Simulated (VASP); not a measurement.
**GaSb3 under changes of volume**

One of the cells (26.479 Å³/atom); the others are scaled copies at fixed shape and fractional positions:

```
Sb Ga
1.0
     0.00000    3.75530    3.75530
     3.75530    0.00000    3.75530
     3.75530    3.75530    0.00000
Sb Ga
3 1
Direct
  0.50000 0.50000 0.50000
  0.75000 0.75000 0.75000
  0.25000 0.25000 0.25000
  0.00000 0.00000 0.00000
```

The cell comes from a database or a generator and needn't be the stable form of this composition.

```yaml
Program: VASP 6.6.1
Functional: PBEsol
Potentials_or_basis: VASP PAW PBE potentials, release 64 (Sb, Ga_d)
Cutoff: 520 eV
k_mesh: 6 × 6 × 6
Occupations: fermi-dirac, width 0.05 eV
Spin: no spin polarisation
```

```csv
volume (Å³/atom),energy over the lowest point (meV/atom),pressure (GPa)
24.402,0.00,-0.4
24.922,3.37,-1.6
25.441,?,?
26.479,32.20,-4.3
26.998,47.00,-5.0
27.518,64.14,-5.7
```

**Question.** What does the run at 25.441 Å³/atom give?

**Answer.** Energy over the lowest point 10.17 meV/atom; pressure -2.6 GPa.

Worked out: A Birch-Murnaghan fit of order 3 (a polynomial in V^(-2/3)) to the other rows has its minimum at 24.18 Å³/atom, just outside them, with B0 = V·E''(V) = 55 GPa and B' = 3.8. It gives 10.08 meV/atom at 25.441 Å³/atom, against the run's 10.17, and -dE/dV = -2.5 GPa, against -2.6.

Energies are extrapolated to zero smearing.

Caveats: the PAW data sets were made with another functional, which shifts forces and pressure a little.
